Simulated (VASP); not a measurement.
Consider the following.

```yaml
crystal:
  lattice:
    - [2.79944, 0.00000, 0.00000]
    - [0.00000, 2.79944, 0.00000]
    - [0.00000, 0.00000, 5.80334]
  atoms:
    - { symbol: Ga, position: [0.50000, 0.50000, 0.28432] }
    - { symbol: Ga, position: [0.50000, 0.50000, 0.71568] }
    - { symbol: Cu, position: [0.00000, 0.00000, 0.00000] }
```

All values below come from LDA (Ceperley-Alder, Perdew-Zunger), VASP's LDA PAW potentials (set 64) (plane waves; VASP 6.6.1). Numerical set-up: 300 eV cut-off, 8×8×4 Γ-centred mesh, Gaussian smearing of 0.14 eV, potentials Ga_d Cu.

At this cut-off the stress carries a Pulay error, which pulls relaxed volumes low.

Question: Predict the energy per atom (σ→0), pressure, largest force, band gap (on the k-mesh) with the smallest direct gap where there is one.

Answer: 
```json
{
  "band gap (on the k-mesh)": "none (metal, semimetal or under 0.01 eV)",
  "energy per atom (σ→0)": "-4.076 eV/atom",
  "pressure": "-5.48 GPa",
  "largest_force": "0.145 eV/Å"
}
```

Only differences to runs with the same potentials and settings are physical.

The structure comes from a computed database's Ga2Cu entry (P4/mmm); how it stands against other phases isn't given here. The cell was not relaxed at this level. The electron count is odd and the run is not spin-polarised, which forces a metal.
